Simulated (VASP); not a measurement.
An input for Ansatz (written as the equivalent of a VASP run, and not itself run):

Ansatz 0.2 input:
```yaml
crystal:
  lattice:
    - [-1.4316186, 1.4316186, 1.4316186]
    - [1.4316186, -1.4316186, 1.4316186]
    - [1.4316186, 1.4316186, -1.4316186]
  atoms:
    - { symbol: Fe, position: [0.0000000, 0.0000000, 0.0000000], spin: 2.3 }
kpoints:
  mp_grid: { grid: [18, 18, 18] }
hamiltonian:
  xc: rpbe
  pseudopotentials: { kind: paw }
magnetization: { spin_polarized: true }
scf:
  occupations: { method: methfessel_paxton, width: 0.1 }
  max_iter: 100
output: { forces: true, stress: true, eigenvalues: true }
```

Translate this input to VASP (INCAR, KPOINTS, POSCAR, choice of POTCAR).

This is not unique; one that fits is 
POSCAR:
```
Fe
1
   -1.4316185820     1.4316185820     1.4316185820
    1.4316185820    -1.4316185820     1.4316185820
    1.4316185820     1.4316185820    -1.4316185820
Fe
1
Direct
  0.0000000000   0.0000000000   0.0000000000
```

### INCAR
```
! general
SYSTEM =Fe
PREC   =Accurate
ENCUT  =520
LREAL  =.FALSE.
LASPH  =.TRUE.   ! aspherical one-centre terms

! electronic loop
EDIFF  =1E-7
NELM   =100
ALGO   =Normal   ! blocked Davidson
LMAXMIX=4   ! l cut-off of mixed one-centre charges

! smearing
ISMEAR =1
SIGMA  =0.1   ! width (eV)

! functional
GGA    =RP

! spin
ISPIN  =2   ! spin-polarised
MAGMOM =2.3

! ions
ISIF   =2

! output
LWAVE  =.FALSE.
LCHARG =.FALSE.
LORBIT =10
```

### KPOINTS
```
Automatic mesh
0
Gamma
18 18 18
0 0 0
```

POTCAR, in this order: Fe (PBE.64 set). Program: vasp_std.

Limits of the translation: each code has its own PAW files, so the cut-off isn't converted (ENCUT is set for VASP's; basis.ecutwfc is left out, and Ansatz then takes the one that its files recommend); Ansatz stops its SCF on the density residual and VASP on the energy change (EDIFF).

The compound is Fe in the bcc structure. It was relaxed first.
